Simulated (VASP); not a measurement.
Write the native input for VASP 6.6.1 that does the following.

- Task: single point
- Functional: PBE
- Potentials or basis: VASP PAW PBE potentials, release 64 (Re, P)
- Cutoff: 520 eV
- k mesh: 7 × 7 × 7
- Occupations: fermi-dirac, width 0.05 eV
- Spin: no spin polarisation
- Further INCAR settings: ALGO = Normal; EDIFF = 1e-07; NBANDS = 21

The structure of Re3P lies in POSCAR:

```
Re3P
1.0
    3.8528300000      0.0000000000      0.0000000000
    0.0000000000      3.8528300000      0.0000000000
    0.0000000000      0.0000000000      3.8528300000
Re P
3 1
Direct
    0.4958160000      0.4921100000      0.0018720000
    0.5014290000     -0.0028640000      0.5038510000
   -0.0051190000      0.5023710000      0.4997470000
   -0.0138950000      0.0050460000     -0.0070200000
```

The cell was built by a generator and needn't be a form met in nature.

The cell isn't the ideal one: atoms moved at random, drawn with an rms of 0.05 Å.

These files were run (other wordings do the same):

INCAR

```
ALGO = Normal ; EDIFF = 1E-7
ENCUT = 520 ; GGA = PE
ISIF = 2 ; ISMEAR = -1
LASPH = True ; LCHARG = False
LREAL = False ; LWAVE = False
NBANDS = 21 ; NELM = 80
PREC = Accurate ; SIGMA = 0.05
```

KPOINTS

```
k-points
0
Gamma
  7 7 7
```

Potentials or basis: VASP PAW PBE potentials, release 64 (Re, P).

Launch:

```bash
$ cat potpaw_PBE.64/Re/POTCAR potpaw_PBE.64/P/POTCAR > POTCAR
$ mpirun -np 1 vasp_std > vasp.out
```

Results of the run:

```
Pressure               : 0.9 GPa
Largest force          : 0.457 eV/Å
Band gap on the k mesh : none (metal or under the smearing width)
```

Run time: 110 s on 1 thread of AMD EPYC 9R45 96-Core Processor (Zen 5) (shared host), peak memory 0.28 GiB.
